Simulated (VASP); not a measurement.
Here is the system:

```
CELL_PARAMETERS angstrom
      5.00557    -8.66990     0.00000
      5.00557     8.66990     0.00000
      0.00000     0.00000    10.98665
ATOMIC_POSITIONS crystal
  Si 0.00000 0.23724 0.16667
  Si 0.26276 0.26276 0.00000
  Si 0.23724 0.00000 0.33333
  Si 0.00000 0.23724 0.66667
  Si 0.26276 0.26276 0.50000
  Si 0.23724 0.00000 0.83333
  Si 0.00000 0.73724 0.16667
  Si 0.26276 0.76276 0.00000
  Si 0.23724 0.50000 0.33333
  Si 0.00000 0.73724 0.66667
  Si 0.26276 0.76276 0.50000
  Si 0.23724 0.50000 0.83333
  Si 0.50000 0.23724 0.16667
  Si 0.76276 0.26276 0.00000
  Si 0.73724 0.00000 0.33333
  Si 0.50000 0.23724 0.66667
  Si 0.76276 0.26276 0.50000
  Si 0.73724 0.00000 0.83333
  Si 0.50000 0.73724 0.16667
  Si 0.76276 0.76276 0.00000
  Si 0.73724 0.50000 0.33333
  Si 0.50000 0.73724 0.66667
  Si 0.76276 0.76276 0.50000
  Si 0.73724 0.50000 0.83333
  O  0.12953 0.20700 0.10402
  O  0.29300 0.42252 0.43736
  O  0.37047 0.07748 0.22931
  O  0.42252 0.29300 0.06264
  O  0.20700 0.12953 0.39598
  O  0.07748 0.37047 0.27069
  O  0.12953 0.20700 0.60402
  O  0.29300 0.42252 0.93736
  O  0.37047 0.07748 0.72931
  O  0.42252 0.29300 0.56264
  O  0.20700 0.12953 0.89598
  O  0.07748 0.37047 0.77069
  O  0.12953 0.70700 0.10402
  O  0.29300 0.92252 0.43736
  O  0.37047 0.57748 0.22931
  O  0.42252 0.79300 0.06264
  O  0.20700 0.62953 0.39598
  O  0.07748 0.87047 0.27069
  O  0.12953 0.70700 0.60402
  O  0.29300 0.92252 0.93736
  O  0.37047 0.57748 0.72931
  O  0.42252 0.79300 0.56264
  O  0.20700 0.62953 0.89598
  O  0.07748 0.87047 0.77069
  O  0.62953 0.20700 0.10402
  O  0.79300 0.42252 0.43736
  O  0.87047 0.07748 0.22931
  O  0.92252 0.29300 0.06264
  O  0.70700 0.12953 0.39598
  O  0.57748 0.37047 0.27069
  O  0.62953 0.20700 0.60402
  O  0.79300 0.42252 0.93736
  O  0.87047 0.07748 0.72931
  O  0.92252 0.29300 0.56264
  O  0.70700 0.12953 0.89598
  O  0.57748 0.37047 0.77069
  O  0.62953 0.70700 0.10402
  O  0.79300 0.92252 0.43736
  O  0.87047 0.57748 0.22931
  O  0.92252 0.79300 0.06264
  O  0.70700 0.62953 0.39598
  O  0.57748 0.87047 0.27069
  O  0.62953 0.70700 0.60402
  O  0.79300 0.92252 0.93736
  O  0.87047 0.57748 0.72931
  O  0.92252 0.79300 0.56264
  O  0.70700 0.62953 0.89598
  O  0.57748 0.87047 0.77069
```

Method: PBE GGA, VASP's PBE PAW potentials (set 64) (plane waves; VASP 6.6.1). Run with PREC = Normal, LREAL = Auto, 400 eV cut-off, 1×1×1 Γ-centred mesh, Gaussian smearing of 0.050 eV, potentials Si O.

At this cut-off the stress carries a Pulay error, which pulls relaxed volumes low. The supercell is sampled at Γ alone, which is coarse: total energies, pressure and levels can be off, energies of defects by several tenths of an eV.

**Question.** Predict the energy per atom (σ→0), pressure.

**Answer.** 
The energy per atom (σ→0) comes out as -7.921 eV/atom. The pressure is -4.16 GPa.

Total energies compare only between runs with the same potentials, cut-off and functional.

The cell is a supercell, built from SiO2 (quartz).
